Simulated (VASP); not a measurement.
Input:

```
CELL_PARAMETERS angstrom
      0.00000     3.04552     3.04552
      3.04552     0.00000     3.04552
      3.04552     3.04552     0.00000
ATOMIC_POSITIONS crystal
  Ba 0.00000 0.00000 0.00000
  F  0.25000 0.25000 0.25000
  F  0.75000 0.75000 0.75000
```

Computed with LDA (Ceperley-Alder, Perdew-Zunger), VASP's LDA PAW potentials (set 64) (plane waves; VASP 6.6.1). Numerical set-up: 520 eV cut-off, 6×6×6 Γ-centred mesh, Gaussian smearing of 0.050 eV, potentials Ba_sv F.

Predict the energy per atom (σ→0).

```yaml
energy per atom (σ→0): -6209 meV/atom
```

The compound is BaF2 in the fluorite structure. It was relaxed first, which changed the volume by -5 %.
